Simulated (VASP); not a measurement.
Calculation: PBE GGA, VASP's PBE PAW potentials (set 64) (plane waves; VASP).

A VASP calculation is set up with these files.

KPOINTS:
```
Automatic mesh
0
G
 4 4 4
```

**INCAR**
```
# general
SYSTEM  =  K3LiCl4
PREC    =  Accurate
ENCUT   =  500   # plane-wave cut-off (eV)
LREAL   =  .FALSE.   # projection in real space or not
LASPH   =  .TRUE.

# electronic loop
EDIFF   =  1E-6
NELM    =  100   # most electronic steps
ALGO    =  Normal   # blocked Davidson

# smearing
ISMEAR  =  0   # Gaussian
SIGMA   =  0.05

# functional
GGA     =  PE

# ions
IBRION  =  2   # conjugate gradients
NSW     =  60
ISIF    =  3   # ions, shape and volume
EDIFFG  =  -0.02   # ionic stop

# output
LWAVE   =  .FALSE.
LCHARG  =  .FALSE.
```

POSCAR:
```
K3LiCl4
1.0
  6.2041296619   0.0000000000   0.0000000000
  0.0000000000   6.2041296619   0.0000000000
  0.0000000000   0.0000000000   6.2041296619
Li Cl K
1 4 3
Direct
  0.0000000000   0.0000000000   0.0000000000
  0.5000000000   0.5000000000   0.5000000000
  0.0000000000   0.0000000000   0.5000000000
  0.0000000000   0.5000000000   0.0000000000
  0.5000000000   0.0000000000   0.0000000000
  0.5000000000   0.5000000000   0.0000000000
  0.5000000000   0.0000000000   0.5000000000
  0.0000000000   0.5000000000   0.5000000000
```

POTCAR, in this order: Li_sv Cl K_sv (PBE.64 set). Program: vasp_std.

Problem. What does the run give for the energy per atom (σ→0), volume per atom, band gap (on the k-mesh)?

Solution. 
```
Property                           Value
------------------------  --------------
energy per atom (σ→0)     -3.382 eV/atom
band gap (on the k-mesh)         4.69 eV
volume per atom           29.76 Å^3/atom
```

**OSZICAR**
```
...
DAV:   1    -0.270625738252E+02   -0.37526E-02   -0.76633E-02   790   0.170E+00    0.382E-01
DAV:   2    -0.270595548694E+02    0.30190E-02   -0.63385E-03   826   0.449E-01    0.131E-01
DAV:   3    -0.270591114814E+02    0.44339E-03   -0.20963E-03   864   0.215E-01    0.900E-02
DAV:   4    -0.270591491111E+02   -0.37630E-04   -0.71590E-05  1038   0.376E-02    0.411E-02
DAV:   5    -0.270591746167E+02   -0.25506E-04   -0.76866E-05  1104   0.337E-02    0.792E-03
DAV:   6    -0.270591733968E+02    0.12199E-05   -0.37989E-06   756   0.117E-02    0.371E-03
DAV:   7    -0.270591740026E+02   -0.60579E-06   -0.42150E-07   442   0.372E-03
   2 F= -.27059174E+02 E0= -.27059174E+02  d E =-.353539E-03
```

The structure was generated: K3LiCl4 was put into an ordered model structure (Pm-3m), which need not be its known phase. This run relaxes it. Symmetry was kept, so distortions that lower it aren't found. The start is the result of an earlier pass.
